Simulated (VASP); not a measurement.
Level of theory: LDA (Ceperley-Alder, Perdew-Zunger), VASP's LDA PAW potentials (set 64) (plane waves; VASP).

Input for VASP

POSCAR:
```
TiC
1
    3.0355320000     0.0000000000     0.0000000000
   -3.0355320000     3.0355320000     0.0000000000
    0.0000000000     0.0000000000    18.4972000000
C Ti
4 4
Direct
  0.0000000000   0.0000000000   0.3243730000
  0.0000000000   0.5000000000   0.4414610000
  0.0000000000   0.0000000000   0.5585440000
  0.0000000000   0.5000000000   0.6756270000
  0.0000000000   0.0000000000   0.4414610000
  0.0000000000   0.5000000000   0.3243730000
  0.0000000000   0.0000000000   0.6756270000
  0.0000000000   0.5000000000   0.5585440000
```

### KPOINTS
```
Automatic mesh
0
gamma
 12 12 1
```

INCAR:
```
SYSTEM = TiC
PREC = Accurate; ENCUT = 400; LREAL = .FALSE.
LASPH = .TRUE.
EDIFF = 1E-6; NELM = 100; ALGO = Normal
LMAXMIX = 4
ISMEAR = 0; SIGMA = 0.1
ISIF = 2
LWAVE = .FALSE.; LCHARG = .FALSE.
DIPOL = 0.5 0.5 0.5
LDIPOL = .TRUE.; IDIPOL = 3
```

POTCAR, in this order: C Ti_sv (LDA.64 set). Program: vasp_std.

The cell holds a wide vacuum, so values per volume refer to the whole cell.

Predict the energy per atom (σ→0), largest force, band gap (on the k-mesh).

```json
{
  "energy per atom (σ→0)": "-9.936 eV/atom",
  "band gap (on the k-mesh)": "none (metal, semimetal or under 0.01 eV)",
  "largest_force": "1.734 eV/Å"
}
```

### OSZICAR
```
...
DAV:  17    -0.794885528036E+02   -0.72636E-03   -0.11879E-04  2570   0.648E-02    0.137E-02
DAV:  18    -0.794888485656E+02   -0.29576E-03   -0.59680E-05  2640   0.449E-02    0.514E-03
DAV:  19    -0.794889056388E+02   -0.57073E-04   -0.51561E-06  1936   0.180E-02    0.160E-03
DAV:  20    -0.794889204718E+02   -0.14833E-04   -0.13900E-06  1738   0.606E-03    0.830E-04
DAV:  21    -0.794889229724E+02   -0.25006E-05   -0.18637E-07  1564   0.353E-03    0.371E-04
DAV:  22    -0.794889247884E+02   -0.18160E-05   -0.12566E-07  1554   0.209E-03    0.158E-04
DAV:  23    -0.794889253289E+02   -0.54042E-06   -0.40244E-08  1484   0.144E-03
   1 F= -.79488925E+02 E0= -.79484991E+02  d E =-.786894E-02
```

The cell is a sheet with vacuum, built from a database entry that may be metastable or hypothetical.
